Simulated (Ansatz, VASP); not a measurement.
**One calculation of BiAs, two programs**

The input INCAR:

```
PREC = Accurate
ENCUT = 520
EDIFF = 1E-6
ISMEAR = -1
SIGMA = 0.08
LREAL = F
LASPH = T
NELM = 60
ALGO = Normal
ISIF = 2
LWAVE = F
LCHARG = F
GGA = PS
NBANDS = 17
```

File KPOINTS:

```
regular mesh
0
Gamma
  12 12 12
```

The input POSCAR:

```
BiAs
1.0
    3.0614358155      0.0000000000      0.0000000000
    0.0000000000      3.0614358155      0.0000000000
    0.0000000000      0.0000000000      3.0614358155
Bi As
1 1
Direct
    0.0000000000      0.0000000000      0.0000000000
    0.5000000000      0.5000000000      0.5000000000
```

Input for Ansatz:

```yaml
crystal:
  lattice:
    - [3.0614358155, 0.0, 0.0]
    - [0.0, 3.0614358155, 0.0]
    - [0.0, 0.0, 3.0614358155]
  atoms:
    - { symbol: Bi, position: [0.0, 0.0, 0.0] }
    - { symbol: As, position: [0.5, 0.5, 0.5] }
kpoints:
  mp_grid: { grid: [12, 12, 12] }
scf:
  occupations: { method: fermi_dirac, width: 0.08 }
hamiltonian:
  xc: pbesol
  pseudopotentials: { kind: paw }
output:
  forces: true
  stress: true
  eigenvalues: true
  populations: true
  write_density: true
  write_potential: true
  elf: true
  volumetric_format: npy
```

Change from the starting cell: volume scaled by 0.6, PAW files.

Alike in both runs: task single point; functional PBEsol; k mesh 12 × 12 × 12; occupations fermi-dirac, width 0.08 eV; no spin polarisation.

|  | VASP | Ansatz |
| --- | --- | --- |
| version | VASP 6.6.1 | Ansatz 0.2.0 |
| potentials or method | VASP PAW PBE potentials, release 64 (Bi_d, As) | PAW with Ansatz's default frozen-core files, scalar-relativistic |
| plane-wave cutoff (eV) | 520 | 420 |
| valence electrons in the cell | 20 | 30 |

```csv
,VASP,Ansatz,Ansatz less VASP
pressure (GPa),122.3,120.8,-1.48
```

The two sets of potentials don't hold the same shells in valence.

Caveats: the cell as given lies far from equilibrium; so large a pressure means that the cell lies far from this level's equilibrium, or that cutoff or potentials fall short (VASP); the potentials were made for another functional, which shifts forces and pressure (VASP); spin-orbit coupling is left out, which moves the levels of the heavy elements.
